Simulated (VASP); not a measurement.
A convergence study with VASP on EuO (rock salt): one setting is varied, all else stays as given below, so the limit is that of these other settings.

```xyz
2
Lattice="0.0000 2.5700 2.5700 2.5700 0.0000 2.5700 2.5700 2.5700 0.0000" Properties=species:S:1:pos:R:3 pbc="T T T"
Eu     0.0000     0.0000     0.0000
O      2.5700     2.5700     2.5700
```

Method: PBE GGA, VASP's PBE PAW potentials (set 64) (plane waves; VASP). The tightest run used: 700 eV cut-off, 14×14×14 Monkhorst-Pack mesh, Gaussian smearing of 0.050 eV, potentials Eu_2 O.

The 4f electrons are frozen in the core of the lanthanide potential, so 4f levels, which can set the real gap, and their magnetism are missing.

Question: The settings run are 1×1×1 mesh; 2×2×2 mesh; 3×3×3 mesh; 4×4×4 mesh; 5×5×5 mesh; 6×6×6 mesh; 7×7×7 mesh; 8×8×8 mesh; 9×9×9 mesh; 10×10×10 mesh; 11×11×11 mesh; 12×12×12 mesh; 13×13×13 mesh; 14×14×14 mesh. From which on does the stress (every component) stay within 0.2 GPa of the tightest run?

Answer: From 9×9×9 mesh on: it is off by 0.01 there and by no more than 0.2 in any finer run, while 8×8×8 mesh is off by 0.29.
```csv
setting,E (eV/atom),pressure (GPa),irreducible k-points,difference judged (GPa)
1×1×1 mesh,-2.4264,37.61,1,46.31
2×2×2 mesh,-6.6363,-10.10,2,1.40
3×3×3 mesh,-6.5523,-8.46,4,0.23
4×4×4 mesh,-6.5691,-8.71,10,0.01
5×5×5 mesh,-6.5681,-8.68,10,0.02
6×6×6 mesh,-6.5685,-8.69,28,0.00
7×7×7 mesh,-6.5685,-8.68,20,0.01
8×8×8 mesh,-6.5685,-8.41,60,0.29
9×9×9 mesh,-6.5685,-8.69,35,0.01
10×10×10 mesh,-6.5685,-8.64,110,0.06
11×11×11 mesh,-6.5685,-8.68,56,0.01
12×12×12 mesh,-6.5685,-8.70,182,0.00
13×13×13 mesh,-6.5685,-8.69,84,0.01
14×14×14 mesh,-6.5685,-8.69,280,0.00
```

Left out are rungs that failed or repeat a setting and relaxations that didn't move; long series are thinned to 24 rows.

The compound is EuO in the rock salt structure. The cell was not relaxed at this level.
